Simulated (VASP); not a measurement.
Here is the system:

```xyz
2
Lattice="3.4402 0.0000 0.0000 0.0000 3.4402 0.0000 0.0000 0.0000 3.4402" Properties=species:S:1:pos:R:3 pbc="T T T"
Na     0.0000     0.0000     0.0000
Cl     1.7201     1.7201     1.7201
```

Method: PBEsol GGA, VASP's PBE PAW potentials (set 64) (plane waves; VASP). Settings: 400 eV cut-off, 7×7×7 Γ-centred mesh, Gaussian smearing of 0.050 eV, potentials Na_pv Cl.

Task: Predict the energy per atom (σ→0).

Result: 
```
Property                        Value
---------------------  --------------
energy per atom (σ→0)  -3.365 eV/atom
```

Total energies compare only between runs with the same potentials, cut-off and functional.

The structure was generated: NaCl was put into the CsCl type type (Pm-3m), which need not be its known phase. It was relaxed first. The start is the result of an earlier pass.
